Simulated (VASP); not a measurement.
An input for Quantum ESPRESSO's pw.x (written as the equivalent of a VASP run, and not itself run):

```
&CONTROL
  calculation = 'scf'
  pseudo_dir = './pseudo'
  outdir = './out'
  tprnfor = .true.
  tstress = .true.
/
&SYSTEM
  ibrav = 0
  nat = 5
  ntyp = 3
  ecutwfc = 84
  occupations = 'smearing'
  smearing = 'gaussian'
  degauss = 0.003675
  input_dft = 'pw91'
/
&ELECTRONS
  conv_thr = 7.3e-09
  electron_maxstep = 100
/
ATOMIC_SPECIES
  Sr 87.620 Sr.upf
  Ti 47.867 Ti.upf
  O 15.999 O.upf
CELL_PARAMETERS angstrom
     3.9783185    0.0000000    0.0000000
     0.0000000    3.9783185    0.0000000
     0.0000000    0.0000000    3.9783185
ATOMIC_POSITIONS crystal
  Sr   0.0000000  0.0000000  0.0000000
  Ti   0.5000000  0.5000000  0.5000000
  O    0.5000000  0.0000000  0.5000000
  O    0.0000000  0.5000000  0.5000000
  O    0.5000000  0.5000000  0.0000000
K_POINTS automatic
  6 6 6 0 0 0
```

Q: Translate this input to VASP (INCAR, KPOINTS, POSCAR, choice of POTCAR).

A: This is not unique; one that fits is 
**INCAR**
```
LMAXMIX = 4   # l cut-off of mixed one-centre charges
LWAVE = .FALSE.
ENCUT = 520   # plane-wave cut-off (eV)
ALGO = Normal   # blocked Davidson
LASPH = .TRUE.
SIGMA = 0.05   # width (eV)
ISMEAR = 0
GGA = 91
NELM = 100
EDIFF = 1E-7   # SCF stop (eV)
PREC = Accurate
LREAL = .FALSE.   # projection in real space or not
ISIF = 2
LCHARG = .FALSE.
SYSTEM = SrTiO3
```

File POSCAR:
```
SrTiO3
1
    3.9783185031     0.0000000000     0.0000000000
    0.0000000000     3.9783185031     0.0000000000
    0.0000000000     0.0000000000     3.9783185031
Sr Ti O
1 1 3
Direct
  0.0000000000   0.0000000000   0.0000000000
  0.5000000000   0.5000000000   0.5000000000
  0.5000000000   0.0000000000   0.5000000000
  0.0000000000   0.5000000000   0.5000000000
  0.5000000000   0.5000000000   0.0000000000
```

### KPOINTS
```
Automatic mesh
0
Gamma
6 6 6
0 0 0
```

POTCAR, in this order: Sr_sv Ti_sv O (PBE.64 set). Program: vasp_std.

What does not carry over: the potentials are each code's own (VASP's PAW set, PseudoDojo norm-conserving files in pw.x), so ENCUT and ecutwfc are chosen apart and not converted; conv_thr bounds pw.x's estimated SCF error, while EDIFF bounds the energy change between steps.

The compound is SrTiO3 in the cubic perovskite structure, the ideal cubic form; the compound distorts at low or room temperature. This cell is one point of a volume scan, at 1.03 of the reference volume.
